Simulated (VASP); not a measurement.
An input for Quantum ESPRESSO's pw.x (written as the equivalent of a VASP run, and not itself run):

```
&CONTROL
  calculation = 'vc-relax'
  pseudo_dir = './pseudo'
  outdir = './out'
  tprnfor = .true.
  tstress = .true.
  nstep = 60
  forc_conv_thr = 0.00078
/
&SYSTEM
  ibrav = 0
  nat = 8
  ntyp = 3
  ecutwfc = 84
  occupations = 'smearing'
  smearing = 'methfessel-paxton'
  degauss = 0.00735
  input_dft = 'pbesol'
/
&ELECTRONS
  conv_thr = 7.3e-08
  electron_maxstep = 100
/
&IONS
/
&CELL
/
ATOMIC_SPECIES
  Ti 47.867 Ti.upf
  N 14.007 N.upf
  Hf 178.490 Hf.upf
CELL_PARAMETERS angstrom
     0.0000000    2.1901515    2.1901515
     2.1901515    0.0000000    2.1901515
     8.6815775    8.6815775    0.0790284
ATOMIC_POSITIONS crystal
  Ti   0.9852838  0.9852838  0.0110371
  Ti   0.0147162  0.0147162  0.2389629
  N    0.5000000  0.5000000  0.1250000
  N    0.5151526  0.5151526  0.3636356
  N    0.5000000  0.5000000  0.6250000
  N    0.4848474  0.4848474  0.8863644
  Hf   0.0109943  0.0109943  0.4917543
  Hf   0.9890057  0.9890057  0.7582457
K_POINTS automatic
  11 11 3 0 0 0
```

Problem. Translate this input to VASP (INCAR, KPOINTS, POSCAR, choice of POTCAR).

Solution. Several could match; the one computed here: 
File KPOINTS:
```
K-points
0
G
11 11 3
```

POSCAR:
```
Hf2Ti2N4
1
    0.0000000000     2.1901514718     2.1901514718
    2.1901514718     0.0000000000     2.1901514718
    8.6815774968     8.6815774968     0.0790283903
Ti N Hf
2 4 2
Direct
  0.9852838051   0.9852838051   0.0110371462
  0.0147161949   0.0147161949   0.2389628538
  0.5000000000   0.5000000000   0.1250000000
  0.5151525932   0.5151525932   0.3636355551
  0.5000000000   0.5000000000   0.6250000000
  0.4848474068   0.4848474068   0.8863644449
  0.0109942602   0.0109942602   0.4917543049
  0.9890057398   0.9890057398   0.7582456951
```

**INCAR**
```
SYSTEM = Hf2Ti2N4
PREC = Accurate
ENCUT = 520
EDIFF = 1E-6
NELM = 100
ALGO = Normal
LREAL = .FALSE.
LASPH = .TRUE.
ISMEAR = 1
SIGMA = 0.1
GGA = PS
LMAXMIX = 6
LWAVE = .FALSE.
LCHARG = .FALSE.
IBRION = 2
ISIF = 3
NSW = 60
EDIFFG = -0.02
```

POTCAR, in this order: Ti_sv N Hf_pv (PBE.64 set). Program: vasp_std.

What does not carry over: the potentials are each code's own (VASP's PAW set, PseudoDojo norm-conserving files in pw.x), so ENCUT and ecutwfc are chosen apart and not converted; conv_thr bounds pw.x's estimated SCF error, while EDIFF bounds the energy change between steps; forc_conv_thr acts on force components and is met together with etot_conv_thr.

The structure was generated: Hf2Ti2N4 was put into an ordered model structure (R-3m), which need not be its known phase. This run relaxes it. Symmetry was kept, so distortions that lower it aren't found. The start is the result of an earlier pass.
